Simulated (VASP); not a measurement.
GaSb:

```
Ga Sb
1.0
     0.00000    3.05740    3.05740
     3.05740    0.00000    3.05740
     3.05740    3.05740    0.00000
Ga Sb
1 1
Direct
  0.00000 0.00000 0.00000
  0.25000 0.25000 0.25000
```

Base run:

* Program: VASP 6.6.1
* Functional: TB-mBJ
* Potentials or basis: VASP PAW PBE potentials, release 64 (Ga_d, Sb)
* Cutoff: 520 eV
* k mesh: 10 × 10 × 10
* Occupations: gaussian, width 0.03 eV
* Spin: no spin polarisation

Its results: band gap on the k mesh 0.87 eV, direct.

After a change of settings the same cell gave: band gap on the k mesh 0.46 eV, direct. Which change was it?
A. functional from TB-mBJ to r2SCAN
B. functional from TB-mBJ to PBE; further incar settings from ALGO = Normal; EDIFF = 1e-07 to ALGO = Fast; EDIFF = 1e-07
C. functional from TB-mBJ to PBE; further incar settings from ALGO = Normal; EDIFF = 1e-07 to ALGO = Fast; EDIFF = 1e-07; NBANDS = 33

A.

Caveats: spin-orbit coupling is left out, which moves the levels of the heavy elements.
